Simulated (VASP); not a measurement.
Given:

```yaml
crystal:
  lattice:
    - [0.00000, 2.19000, 2.19000]
    - [2.19000, 0.00000, 2.19000]
    - [2.19000, 2.19000, 0.00000]
  atoms:
    - { symbol: Al, position: [0.00000, 0.00000, 0.00000] }
    - { symbol: N, position: [0.25000, 0.25000, 0.25000] }
```

Method: eigenvalue-self-consistent GW0 on PBE orbitals, VASP's PBE PAW potentials (set 64) (plane waves; VASP). Numerical set-up: PREC = Normal, 500 eV cut-off, 4×4×4 Γ-centred mesh, Gaussian smearing of 0.010 eV, potentials Al_GW N_GW_new.

The mesh is coarse and the basis finite, so the quasiparticle values are not converged.

NBANDS = 160, ENCUTGW = 200 eV, NOMEGA = 64, 4 updates of the levels in G. The PBE levels (eV) are:

```tsv
state	KS energy	filling
k1 (0.00, 0.00, 0.00), band 1	-9.34	2
k1 (0.00, 0.00, 0.00), band 2	5.61	2
k1 (0.00, 0.00, 0.00), band 3	5.61	2
k1 (0.00, 0.00, 0.00), band 4	5.61	2
k1 (0.00, 0.00, 0.00), band 5	9.71	0
k1 (0.00, 0.00, 0.00), band 6	18.04	0
k1 (0.00, 0.00, 0.00), band 7	18.04	0
k1 (0.00, 0.00, 0.00), band 8	18.04	0
k2 (0.25, 0.00, 0.00), band 1	-8.50	2
k2 (0.25, 0.00, 0.00), band 2	2.35	2
k2 (0.25, 0.00, 0.00), band 3	5.35	2
k2 (0.25, 0.00, 0.00), band 4	5.35	2
k2 (0.25, 0.00, 0.00), band 5	11.98	0
k2 (0.25, 0.00, 0.00), band 6	16.48	0
k2 (0.25, 0.00, 0.00), band 7	17.83	0
k2 (0.25, 0.00, 0.00), band 8	17.83	0
k5 (0.50, 0.25, 0.00), band 1	-7.04	2
k5 (0.50, 0.25, 0.00), band 2	0.84	2
k5 (0.50, 0.25, 0.00), band 3	3.28	2
k5 (0.50, 0.25, 0.00), band 4	4.41	2
k5 (0.50, 0.25, 0.00), band 5	11.45	0
k5 (0.50, 0.25, 0.00), band 6	15.50	0
k5 (0.50, 0.25, 0.00), band 7	17.62	0
k5 (0.50, 0.25, 0.00), band 8	18.93	0
```

Give the quasiparticle energies and renormalisation factors Z.

| state | QP energy (eV) | Z |
|---|---|---|
| k1 (0.00, 0.00, 0.00), band 1 | -11.37 | 0.70 |
| k1 (0.00, 0.00, 0.00), band 2 | 4.28 | 0.77 |
| k1 (0.00, 0.00, 0.00), band 3 | 4.28 | 0.77 |
| k1 (0.00, 0.00, 0.00), band 4 | 4.28 | 0.77 |
| k1 (0.00, 0.00, 0.00), band 5 | 10.38 | 0.80 |
| k1 (0.00, 0.00, 0.00), band 6 | 19.04 | 0.80 |
| k1 (0.00, 0.00, 0.00), band 7 | 19.04 | 0.80 |
| k1 (0.00, 0.00, 0.00), band 8 | 19.04 | 0.80 |
| k2 (0.25, 0.00, 0.00), band 1 | -10.49 | 0.71 |
| k2 (0.25, 0.00, 0.00), band 2 | 0.77 | 0.75 |
| k2 (0.25, 0.00, 0.00), band 3 | 4.00 | 0.77 |
| k2 (0.25, 0.00, 0.00), band 4 | 4.00 | 0.77 |
| k2 (0.25, 0.00, 0.00), band 5 | 12.76 | 0.79 |
| k2 (0.25, 0.00, 0.00), band 6 | 17.42 | 0.78 |
| k2 (0.25, 0.00, 0.00), band 7 | 18.74 | 0.80 |
| k2 (0.25, 0.00, 0.00), band 8 | 18.74 | 0.80 |
| k5 (0.50, 0.25, 0.00), band 1 | -8.97 | 0.73 |
| k5 (0.50, 0.25, 0.00), band 2 | -0.84 | 0.73 |
| k5 (0.50, 0.25, 0.00), band 3 | 1.74 | 0.76 |
| k5 (0.50, 0.25, 0.00), band 4 | 2.95 | 0.77 |
| k5 (0.50, 0.25, 0.00), band 5 | 12.04 | 0.81 |
| k5 (0.50, 0.25, 0.00), band 6 | 16.42 | 0.79 |
| k5 (0.50, 0.25, 0.00), band 7 | 18.74 | 0.77 |
| k5 (0.50, 0.25, 0.00), band 8 | 19.87 | 0.78 |
On the mesh the gap opens from 3.28 to 5.02 eV.

The compound is AlN in the zinc blende structure, a metastable form; wurtzite is the usual one. The cell was not relaxed at this level. The k-mesh is coarse (spacing up to 0.62 per Å, 2π included), so the numbers may not be converged in it.
